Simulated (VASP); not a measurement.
An input for Quantum ESPRESSO's pw.x (written as the equivalent of a VASP run, and not itself run):

```
&CONTROL
  calculation = 'scf'
  pseudo_dir = './pseudo'
  outdir = './out'
  tprnfor = .true.
  tstress = .true.
/
&SYSTEM
  ibrav = 0
  nat = 8
  ntyp = 2
  ecutwfc = 88
  occupations = 'smearing'
  smearing = 'fermi-dirac'
  degauss = 0.003675
  input_dft = 'pz'
/
&ELECTRONS
  conv_thr = 7.3e-08
  electron_maxstep = 100
/
ATOMIC_SPECIES
  Na 22.990 Na.upf
  Bi 208.980 Bi.upf
CELL_PARAMETERS angstrom
     5.3116390    0.0000000    0.0000000
    -2.6558200    4.6000140    0.0000000
     0.0000000    0.0000000    9.4602930
ATOMIC_POSITIONS crystal
  Na   0.3333330  0.6666670  0.9172900
  Na   0.6666670  0.3333330  0.0827100
  Na   0.6666670  0.3333330  0.4172900
  Na   0.3333330  0.6666670  0.5827100
  Na   0.0000000  0.0000000  0.2500000
  Na   0.0000000  0.0000000  0.7500000
  Bi   0.6666670  0.3333330  0.7500000
  Bi   0.3333330  0.6666670  0.2500000
K_POINTS automatic
  5 5 3 0 0 0
```

Q: Write the VASP files for the same calculation (LDA).

A: Several could match; the one computed here: 
### INCAR
```
! general
SYSTEM =Na3Bi
PREC   =Accurate
ENCUT  =300   ! plane-wave cut-off (eV)
LREAL  =.FALSE.
LASPH  =.TRUE.

! electronic loop
EDIFF  =1E-6   ! SCF stop (eV)
NELM   =100
ALGO   =Normal   ! blocked Davidson
LMAXMIX=4

! smearing
ISMEAR =-1
SIGMA  =0.05

! ions
ISIF   =2

! output
LWAVE  =.FALSE.
LCHARG =.FALSE.
```

File KPOINTS:
```
Automatic mesh
0
Gamma
5 5 3
0 0 0
```

**POSCAR**
```
Na3Bi
1
    5.3116390000     0.0000000000     0.0000000000
   -2.6558200000     4.6000140000     0.0000000000
    0.0000000000     0.0000000000     9.4602930000
Na Bi
6 2
Direct
  0.3333330000   0.6666670000   0.9172900000
  0.6666670000   0.3333330000   0.0827100000
  0.6666670000   0.3333330000   0.4172900000
  0.3333330000   0.6666670000   0.5827100000
  0.0000000000   0.0000000000   0.2500000000
  0.0000000000   0.0000000000   0.7500000000
  0.6666670000   0.3333330000   0.7500000000
  0.3333330000   0.6666670000   0.2500000000
```

POTCAR, in this order: Na_pv Bi_d (LDA.64 set). Program: vasp_std.

What does not carry over: the potentials are each code's own (VASP's PAW set, PseudoDojo norm-conserving files in pw.x), so ENCUT and ecutwfc are chosen apart and not converted; conv_thr bounds pw.x's estimated SCF error, while EDIFF bounds the energy change between steps.

The structure comes from a computed database's Na3Bi entry (P6_3/mmc); how it stands against other phases isn't given here. The cell was not relaxed at this level, and its volume differs by -5.9 % from the start's.
